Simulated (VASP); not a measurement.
Output of a VASP run:

File OSZICAR:
```
       N       E                     dE             d eps       ncg     rms          rms(c)
DAV:   1     0.222231287702E+03    0.22223E+03   -0.13793E+04  5400   0.174E+03
DAV:   2    -0.144983992154E+02   -0.23673E+03   -0.23500E+03  5632   0.488E+02
DAV:   3    -0.221811276096E+02   -0.76827E+01   -0.76523E+01  6944   0.101E+02
DAV:   4    -0.222874208383E+02   -0.10629E+00   -0.10623E+00  6472   0.118E+01
DAV:   5    -0.222898790285E+02   -0.24582E-02   -0.24570E-02  7392   0.143E+00    0.183E+01
DAV:   6    -0.190658700038E+02    0.32240E+01   -0.19301E+01  5744   0.528E+01    0.403E+00
DAV:   7    -0.190614698860E+02    0.44001E-02   -0.23591E-01  5760   0.697E+00    0.240E+00
DAV:   8    -0.190566021903E+02    0.48677E-02   -0.29515E-02  7208   0.157E+00    0.122E+00
DAV:   9    -0.190544099450E+02    0.21922E-02   -0.80761E-02  6600   0.209E+00    0.455E-01
DAV:  10    -0.190558632429E+02   -0.14533E-02   -0.43713E-03  7744   0.551E-01    0.354E-01
DAV:  11    -0.190600040379E+02   -0.41408E-02   -0.12977E-01  7064   0.223E+00    0.236E-01
DAV:  12    -0.190602936267E+02   -0.28959E-03   -0.34176E-03  6240   0.505E-01    0.100E-01
DAV:  13    -0.190603218444E+02   -0.28218E-04   -0.29471E-04  6616   0.193E-01    0.641E-02
DAV:  14    -0.190603748201E+02   -0.52976E-04   -0.52561E-04  6984   0.134E-01    0.351E-02
DAV:  15    -0.190603899449E+02   -0.15125E-04   -0.93126E-04  6928   0.182E-01    0.425E-03
DAV:  16    -0.190603910130E+02   -0.10681E-05   -0.11422E-05  5520   0.428E-02    0.448E-03
DAV:  17    -0.190603905558E+02    0.45722E-06   -0.47170E-07  7656   0.735E-03    0.300E-03
DAV:  18    -0.190603901778E+02    0.37798E-06   -0.57479E-08  2768   0.270E-03    0.400E-03
DAV:  19    -0.190603902082E+02   -0.30337E-07   -0.42074E-07  3728   0.358E-03
   1 F= -.18914591E+02 E0= -.18914572E+02  d E =-.189146E+02  mag=     0.0000
```

File OUTCAR:
```
------------------------ aborting loop because EDIFF is reached ----------------------------------------
  FORCE on cell =-STRESS in cart. coord.  units (eV):
  Direction    XX          YY          ZZ          XY          YZ          ZX
  --------------------------------------------------------------------------------------
  Total        0.1442641      0.1442641      0.1442641     -0.0000000      0.0000000      0.0000000
  in kB        9.8947171      9.8947171      9.8947171     -0.0000000      0.0000000      0.0000000
  external PRESSURE =      -0.1052829 kB  Pullay stress =      10.0000000 kB
  volume of cell :       23.36
      direct lattice vectors                 reciprocal lattice vectors
     2.858611519  0.000000000  0.000000000     0.349820181  0.000000000  0.000000000
     0.000000000  2.858611519  0.000000000     0.000000000  0.349820181  0.000000000
     0.000000000  0.000000000  2.858611519     0.000000000  0.000000000  0.349820181
 POSITION                                       TOTAL-FORCE (eV/Angst)
 -----------------------------------------------------------------------------------
      0.00000      0.00000      0.00000        -0.000000     -0.000000     -0.000000
      1.42931      1.42931      1.42931         0.000000      0.000000      0.000000
 -----------------------------------------------------------------------------------
    total drift:                               -0.000000      0.000000      0.000000
  FREE ENERGIE OF THE ION-ELECTRON SYSTEM (eV)
  ---------------------------------------------------
  free  energy   TOTEN  =       -19.0603902082 eV

  energy  without entropy=      -19.0603339322  energy(sigma->0) =      -19.06037145
  enthalpy is  TOTEN    =       -18.9145911107 eV   P V=        0.1457990975

 total charge

# of ion       s       p       d       tot
------------------------------------------
    1        0.436   6.398   4.203  11.037
    2        0.436   6.398   4.203  11.037
--------------------------------------------------
tot          0.872  12.795   8.407  22.074

 magnetization (x)

# of ion       s       p       d       tot
------------------------------------------
    1        0.013   0.008   1.041   1.062
    2       -0.013  -0.008  -1.041  -1.062
--------------------------------------------------
tot          0.000   0.000   0.000   0.000

 reached required accuracy - stopping structural energy minimisation
```
(Selected blocks of OUTCAR.)

### POSCAR
```
Cr
1
    2.8586115186    -0.0000000000    -0.0000000000
   -0.0000000000     2.8586115186    -0.0000000000
    0.0000000000    -0.0000000000     2.8586115186
Cr
2
Direct
  0.0000000000   0.0000000000   0.0000000000
  0.5000000000   0.5000000000   0.5000000000
```

**Question.** Write an INCAR and KPOINTS that could have produced this output.

**Answer.** One answer among several that fit: the input of the run itself, PBE GGA, plane waves, VASP's PBE PAW potentials (set 64).

### KPOINTS
```
Automatic mesh
0
G
 12 12 12
0 0 0
```

### INCAR
```
SYSTEM = Cr
PREC = Accurate
ENCUT = 480
EDIFF = 1E-7
NELM = 100
ALGO = Normal
LREAL = .FALSE.
LASPH = .TRUE.
ISMEAR = 1
SIGMA = 0.1
GGA = PE
LMAXMIX = 4
ISPIN = 2
MAGMOM = 1.0 -1.0
LORBIT = 10
LWAVE = .FALSE.
LCHARG = .FALSE.
ISIF = 3
IBRION = 2
NSW = 40
EDIFFG = -0.01
PSTRESS = 10
```

POTCAR, in this order: Cr_pv (PBE.64 set). Program: vasp_std.

The compound is Cr in the bcc, AFM order structure. It was relaxed first under an external pressure of 1 GPa.
